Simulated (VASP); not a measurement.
# ZrBr (R-3m) in VASP: single point with LDA

Aim: the single point of ZrBr with LDA.

Program: VASP 6.6.1. These are calculated values, not measurements. Logs are shortened: lines on timing, memory, paths and dates and some standing lists are left out, and cuts for length are marked.

## (1) The structure

The structure is trigonal, space group R-3m (No. 166). The conventional cell has a = 3.503 Å, b = 3.503 Å, c = 28.071 Å, α = 90.00°, β = 90.00°, γ = 120.00°. Around Zr (site symmetry 3m) lie 3 Br at 2.74 Å and 3 Zr at 3.13 Å. Around Br (site symmetry 3m) lie 3 Zr at 2.74 Å.

## (2) Single point, LDA

INCAR reads:

```
SYSTEM = ZrBr
PREC     = Accurate       ! precision mode
ENCUT    = 520            ! plane-wave cutoff, eV
EDIFF    = 1E-7           ! SCF threshold, eV
ISMEAR   = 0              ! smearing method
SIGMA    = 0.1            ! smearing width, eV
LREAL    = .FALSE.        ! projectors in reciprocal space
LASPH    = .TRUE.         ! aspherical terms in the spheres
NELM     = 60             ! most SCF steps
ALGO     = Normal         ! electronic algorithm
ISIF     = 2              ! what is computed and relaxed
LWAVE    = .FALSE.        ! write WAVECAR
LCHARG   = .FALSE.        ! write CHGCAR
GGA      = CA             ! functional
NBANDS   = 27             ! bands
```

KPOINTS reads:

```
regular mesh
0
G
  6 6 6
  0 0 0
```

POSCAR reads:

```
ZrBr
1.0
    1.7515513874      1.0112586650      9.3570000000
   -1.7515513874      1.0112586650      9.3570000000
    0.0000000000     -2.0225173300      9.3570000000
Zr Br
2 2
Direct
    0.2092000000      0.2092000000      0.2092000000
    0.7908000000      0.7908000000      0.7908000000
    0.3917000000      0.3917000000      0.3917000000
    0.6083000000      0.6083000000      0.6083000000
```

Potentials or basis: VASP PAW LDA potentials, release 64 (Zr_sv, Br).

Started as:

```sh
> cat potpaw_LDA.64/Zr_sv/POTCAR potpaw_LDA.64/Br/POTCAR > POTCAR
> mpirun -np 1 vasp_std > vasp.out
```

OUTCAR:

```text
SYSTEM = ZrBr
   PREC = Accurate
   ENCUT = 520
   EDIFF = 1E-7
   ISMEAR = 0
   LREAL = .FALSE.
   LASPH = .TRUE.
   NELM = 60
   ISIF = 2
   GGA = CA

 ion  position               nearest neighbor table
   1  0.209  0.209  0.209-   4 2.74   4 2.74   4 2.74   2 3.13   2 3.13   2 3.13
   2  0.791  0.791  0.791-   3 2.74   3 2.74   3 2.74   1 3.13   1 3.13   1 3.13
   3  0.392  0.392  0.392-   2 2.74   2 2.74   2 2.74
   4  0.608  0.608  0.608-   1 2.74   1 2.74   1 2.74

  LATTYP: Found a trigonal (rhomboedric) cell.
 ALAT       =     9.5730886004
 COS(alpha) =     0.9330467589

  Lattice vectors:

 A1 = (   1.7515513874,   1.0112586650,   9.3570000000)
 A2 = (  -1.7515513874,   1.0112586650,   9.3570000000)
 A3 = (   0.0000000000,  -2.0225173300,   9.3570000000)

Analysis of symmetry for initial positions (statically):
=====================================================================
 Subroutine PRICEL returns:
 Original cell was already a primitive cell.

 Routine SETGRP: Setting up the symmetry group for a
 trigonal (rhombohedral) supercell.

 Subroutine GETGRP returns: Found 12 space group operations
 (whereof 12 operations were pure point group operations)
 out of a pool of 12 trial point group operations.

The static configuration has the point symmetry D_3d.

Analysis of symmetry for dynamics (positions and initial velocities):
=====================================================================
 Subroutine PRICEL returns:
 Original cell was already a primitive cell.

 Routine SETGRP: Setting up the symmetry group for a
 trigonal (rhombohedral) supercell.

 Subroutine GETGRP returns: Found 12 space group operations
 (whereof 12 operations were pure point group operations)
 out of a pool of 12 trial point group operations.

The dynamic configuration has the point symmetry D_3d.

 Subroutine INISYM returns: Found 12 space group operations
 (whereof 12 operations are pure point group operations),
 and found     1 'primitive' translations

----------------------------------------------------------------------------------------

                                     Primitive cell

  volume of cell :      99.4427

  direct lattice vectors                    reciprocal lattice vectors
     1.751551387  1.011258665  9.357000000     0.285461222  0.164811114  0.035623954
    -1.751551387  1.011258665  9.357000000    -0.285461222  0.164811114  0.035623954
     0.000000000 -2.022517330  9.357000000     0.000000000 -0.329622227  0.035623954

  length of vectors
     9.573088600  9.573088600  9.573088600     0.331541670  0.331541670  0.331541670

  position of ions in fractional coordinates (direct lattice)
     0.209200000  0.209200000  0.209200000
     0.790800000  0.790800000  0.790800000
     0.391700000  0.391700000  0.391700000
     0.608300000  0.608300000  0.608300000

  ion indices of the primitive-cell ions
   primitive index   ion index
                 1           1
                 2           2
                 3           3
                 4           4

----------------------------------------------------------------------------------------

 KPOINTS: regular mesh

Automatic generation of k-mesh.
 Grid dimensions read from file:
 generate k-points for:    6    6    6

 Generating k-lattice:

  Cartesian coordinates                     Fractional coordinates (reciprocal lattice)
     0.047576870  0.027468519  0.005937326     0.166666667  0.000000000  0.000000000
    -0.047576870  0.027468519  0.005937326     0.000000000  0.166666667  0.000000000
     0.000000000 -0.054937038  0.005937326     0.000000000  0.000000000  0.166666667

  Length of vectors
     0.055256945  0.055256945  0.055256945

  Shift w.r.t. Gamma in fractional coordinates (k-lattice)
     0.000000000  0.000000000  0.000000000

 Subroutine IBZKPT returns following result:
 ===========================================

 Found     32 irreducible k-points:

 Following reciprocal coordinates:
            Coordinates               Weight
  0.000000  0.000000  0.000000      1.000000
  0.166667 -0.000000  0.000000      6.000000
  0.333333  0.000000  0.000000      6.000000
  0.500000 -0.000000  0.000000      3.000000
  0.166667  0.166667  0.000000      6.000000
  0.333333  0.166667  0.000000     12.000000
[... 16 lines left out ...]
  0.500000  0.500000  0.166667      6.000000
 -0.333333  0.500000  0.166667     12.000000
 [... further k-points ...]
   k-points           NKPTS =     32   k-points in BZ     NKDIM =     32   number of bands    NBANDS=     27
   number of dos      NEDOS =    301   number of ions     NIONS =      4
   total plane-waves  NPLWV = 373248
   dimension x,y,z NGX =    72 NGY =   72 NGZ =   72
   dimension x,y,z NGXF=   144 NGYF=  144 NGZF=  144
   ions per type =               2   2
   NGX,Y,Z   is equivalent  to a cutoff of  12.50, 12.50, 12.50 a.u.
   NGXF,Y,Z  is equivalent  to a cutoff of  25.01, 25.01, 25.01 a.u.
 SYSTEM =  ZrBr
   PREC   = accura    normal or accurate (medium, high low for compatibility)
   ISTART =      0    job   : 0-new  1-cont  2-samecut
   ICHARG =      2    charge: 1-file 2-atom 10-const
   ISPIN  =      1    spin polarized calculation?
   LNONCOLLINEAR =      F non collinear calculations
   LSORBIT =      F    spin-orbit coupling
   LASPH  =      T    aspherical Exc in radial PAW
   ENCUT  =  520.0 eV  38.22 Ry    6.18 a.u.  17.80 17.80 17.80*2*pi/ulx,y,z
   NELM   =     60;   NELMIN=  2; NELMDL= -5     # of ELM steps
   EDIFF  = 0.1E-06   stopping-criterion for ELM
   LREAL  =      F    real-space projection
   EDIFFG = 0.1E-05   stopping-criterion for IOM
   NSW    =      0    number of steps for IOM
   IBRION =     -1    ionic relax: 0-MD 1-quasi-New 2-CG
   NFREE  =      0    steps in history (QN), initial steepest desc. (CG)
   ISIF   =      2    stress and relaxation
   ISYM   =      2    0-nonsym 1-usesym 2-fastsym
   POTIM  = 0.5000    time-step for ionic-motion
   TEBEG  =    0.0;   TEEND  =   0.0 temperature during run
   PSTRESS=    0.0 pullay stress
   NELECT =      38.0000    total number of electrons
   NUPDOWN=      -1.0000    fix difference up-down
   EMIN   =  10.00;   EMAX   =-10.00  energy-range for DOS
   EFERMI =   0.00;   METHOD = LEGACY
   ISMEAR =     0;   SIGMA  =   0.10  broadening in eV -4-tet -1-fermi 0-gaus
   EFERMI_NEDOS =   21; number of points for ismear=-14 and -15
   IALGO  =     38    algorithm
   IMIX   =      4    mixing-type and parameters
     AMIX     =   0.40;   BMIX     =  1.00
     AMIX_MAG =   1.60;   BMIX_MAG =  1.00
  volume/ion in A,a.u.               =      24.86       167.77
  Fermi-wavevector in a.u.,A,eV,Ry     =   1.187987  2.244970 19.202081  1.411313
  Thomas-Fermi vector in A             =   2.324126
   LORBIT       =      0    0 simple, 1 ext, 2 COOP (PROOUT), +10 PAW based schemes
   GGA     = CA    functional components
   LHFCALC =     F    Hartree Fock is set to
   AEXX    =    0.0000 exact exchange contribution
   IVDW    =     0    specifies the selected vdW correction
   LEPSILON=     F    determine dielectric tensor
   LRPA    =     F    only Hartree local field effects (RPA)
 non-spin polarized calculation
 Gauss-broadening in eV      SIGMA  =   0.10
  energy-cutoff  :      520.00
  volume of cell :       99.44
 maximum number of plane-waves:      2735
   NGX = 35   NGY = 35   NGZ = 35

 number of electron      38.0000000 magnetization

 Free energy of the ion-electron system (eV)
  ---------------------------------------------------
  ext. energy  EPLUGINS =         0.00000000
  ---------------------------------------------------
  free energy    TOTEN  =       -27.04442897 eV

  energy without entropy =      -27.04008981  energy(sigma->0) =      -27.04225939

 E-fermi :   6.5789     XC(G=0): -10.2516

 val. band max:        6.2685661664   @ k =   0.1667   0.1667   0.0000
 cond. band min:       6.6035071801   @ k =   0.5000  -0.0000   0.0000
 fundamental gap:      0.3349410137
 Fermi energy:         6.5788947072

 k-point     1 :       0.0000    0.0000    0.0000
  band No.  band energies     occupation
      1     -42.6206      2.00000
      2     -42.5322      2.00000
      3     -21.1090      2.00000
      4     -20.6398      2.00000
      5     -20.6107      2.00000
      6     -20.6107      2.00000
[... 19 lines left out ...]
     26       9.7251      0.00000
     27       9.7254      0.00000

 k-point     2 :       0.1667   -0.0000    0.0000
  band No.  band energies     occupation
      1     -42.6073      2.00000
      2     -42.5293      2.00000
      3     -21.0722      2.00000
      4     -20.7737      2.00000
      5     -20.6397      2.00000
      6     -20.5960      2.00000
[... 19 lines left out ...]
     26       9.4968      0.00000
     27       9.9412      0.00000

 k-point     3 :       0.3333    0.0000    0.0000
  band No.  band energies     occupation
      1     -42.5776      2.00000
      2     -42.5265      2.00000
      3     -21.0213      2.00000
      4     -20.9500      2.00000
      5     -20.7145      2.00000
      6     -20.6942      2.00000
[... 19 lines left out ...]
     26      10.1730      0.00000
     27      10.4628      0.00000

 k-point     4 :       0.5000   -0.0000    0.0000
  band No.  band energies     occupation
      1     -42.5585      2.00000
      2     -42.5293      2.00000
      3     -21.0326      2.00000
      4     -21.0310      2.00000
      5     -20.7202      2.00000
      6     -20.6957      2.00000
[... 19 lines left out ...]
     26      10.2678      0.00000
     27      10.3716      0.00000
[... 516 lines left out ...]
      4     -20.9818      2.00000
      5     -20.8158      2.00000
      6     -20.6781      2.00000
[... 19 lines left out ...]
     26      10.4019      0.00000
     27      11.2045      0.00000

 k-point    23 :       0.5000    0.5000    0.1667
  band No.  band energies     occupation
      1     -42.5776      2.00000
      2     -42.5266      2.00000
      3     -21.0213      2.00000
      4     -20.9501      2.00000
      5     -20.7144      2.00000
      6     -20.6942      2.00000
[... 19 lines left out ...]
     26      10.2144      0.00000
     27      10.6883      0.00000

 k-point    24 :      -0.3333    0.5000    0.1667
  band No.  band energies     occupation
      1     -42.5586      2.00000
      2     -42.5292      2.00000
      3     -21.0063      2.00000
      4     -20.9818      2.00000
      5     -20.8158      2.00000
      6     -20.6781      2.00000
[... 19 lines left out ...]
     26      10.2042      0.00000
     27      11.2470      0.00000

 [... further k-points ...]

------------------------ aborting loop because EDIFF is reached ----------------------------------------

  FORCE on cell =-STRESS in cart. coord.  units (eV):
  Direction    XX          YY          ZZ          XY          YZ          ZX
  --------------------------------------------------------------------------------------
  -------------------------------------------------------------------------------------
  Total       -1.9634381     -1.9634381     -1.8950644      0.0000000     -0.0000000      0.0000000
  in kB      -31.6340488    -31.6340488    -30.5324410      0.0000000     -0.0000000      0.0000000
  external PRESSURE =     -31.2668462 kB  Pullay stress =       0.0000000 kB

 VOLUME and BASIS-vectors are now :
 -----------------------------------------------------------------------------
  energy-cutoff  :      520.00
  volume of cell :       99.44
      direct lattice vectors                 reciprocal lattice vectors
     1.751551387  1.011258665  9.357000000     0.285461222  0.164811114  0.035623954
    -1.751551387  1.011258665  9.357000000    -0.285461222  0.164811114  0.035623954
     0.000000000 -2.022517330  9.357000000     0.000000000 -0.329622227  0.035623954

 POSITION                                       TOTAL-FORCE (eV/Angst)
 -----------------------------------------------------------------------------------
      0.00000      0.00000      5.87245         0.000000     -0.000000     -0.408721
      0.00000      0.00000     22.19855         0.000000      0.000000      0.408721
      0.00000      0.00000     10.99541         0.000000     -0.000000      0.099596
      0.00000      0.00000     17.07559         0.000000     -0.000000     -0.099596
 -----------------------------------------------------------------------------------
    total drift:                                0.000000     -0.000000      0.000000

  FREE ENERGIE OF THE ION-ELECTRON SYSTEM (eV)
  ---------------------------------------------------
  free  energy   TOTEN  =       -27.0444289739 eV

  energy  without entropy=      -27.0400898060  energy(sigma->0) =      -27.04225939
```

Run time: 4.3 min. Hardware: 1 thread of Intel Xeon 6975P-C (Granite Rapids), shared host; peak memory 0.54 GiB.

Results:

```
Free energy            : -27.0444 eV
Pressure               : -3.1 GPa
Largest force          : 0.409 eV/Å
Band gap on the k mesh : none (metal or under the smearing width)
```

Forces on the atoms (eV/Å):
```
Zr   0.000  0.000 -0.409
Zr   0.000  0.000  0.409
Br   0.000  0.000  0.100
Br   0.000  0.000 -0.100
```
